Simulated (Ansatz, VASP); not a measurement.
## Two plane-wave programs on Be4Cd3

```
Be Cd
1.0
     4.82435    0.00000    0.00000
     0.00000    4.82435    0.00000
     0.00000    0.00000    4.82435
Be Cd
4 3
Direct
  0.50000 0.00000 0.00000
  0.00000 0.50000 0.00000
  0.00000 0.00000 0.50000
  0.50000 0.50000 0.50000
  0.00000 0.50000 0.50000
  0.50000 0.00000 0.50000
  0.50000 0.50000 0.00000
```

Alike in both runs: task relaxation of cell and atoms; functional PBE; k mesh 4 × 4 × 4; occupations gaussian, width 0.1 eV; no spin polarisation.

|  | VASP | Ansatz |
| --- | --- | --- |
| version | VASP 6.6.1 | Ansatz 0.2.0 |
| potentials or method | VASP PAW PBE potentials, release 64 (Be, Cd) | scalar-relativistic, plane waves, PAW |
| plane-wave cutoff (eV) | 600 | 420 |
| valence electrons in the cell | 44 | 68 |

```tsv
	VASP	Ansatz	Ansatz less VASP
gap on the k mesh at the Fermi level, each at its own relaxed structure (eV)	none	none	-
relaxed volume (Å³/atom)	18.26	18.32	+0.055
relaxed cell length with the largest relative difference (Å)	5.038	5.043	+0.0050
energy change over the relaxation (meV/atom)	-57	-55	+2.1
```

A gap of «none» marks a metal or a gap that the smearing closes. The two sets of potentials don't hold the same shells in valence.
